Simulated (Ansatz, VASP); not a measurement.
HfMoC2 in VASP and in Ansatz

```xyz
4
Lattice="1.5855 0.9154 5.2098 -1.5855 0.9154 5.2098 0.0000 -1.8308 5.2098" Properties=species:S:1:pos:R:3 pbc="T T T"
Hf    0.0000    0.0000    0.0000
Mo    0.0000    0.0000    7.8147
C     0.0000    0.0000    3.8525
C     0.0000    0.0000   11.7768
```

Alike in both runs: functional PBE; k mesh 6 × 6 × 6; occupations gaussian, width 0.1 eV; no spin polarisation.

Ansatz relaxed the structure, and its values are those at the end. VASP's run is a single point on that final structure, the one shown.

|  | VASP | Ansatz |
| --- | --- | --- |
| version | VASP 6.6.1 | Ansatz 0.2.0 |
| potentials or method | VASP PAW PBE potentials, release 64 (Hf_pv, Mo_sv, C) | scalar-relativistic, plane waves, PAW |
| plane-wave cutoff (eV) | 520 | 420 |
| valence electrons in the cell | 32 | 48 |

```csv
,VASP,Ansatz,Ansatz less VASP
gap on the k mesh at the Fermi level (eV),none,none,-
pressure (GPa),-0.5,-0.1,+0.38
rms of the force components (eV/Å),0.009,0.006,-0.0033
```

A gap of «none» marks a metal or a gap that the smearing closes. The two sets of potentials don't hold the same shells in valence.

Caveats: the k mesh is coarse (spacing up to 0.39 Å⁻¹), so the values aren't converged. Spin-orbit coupling is left out, which matters for the levels of Hf.
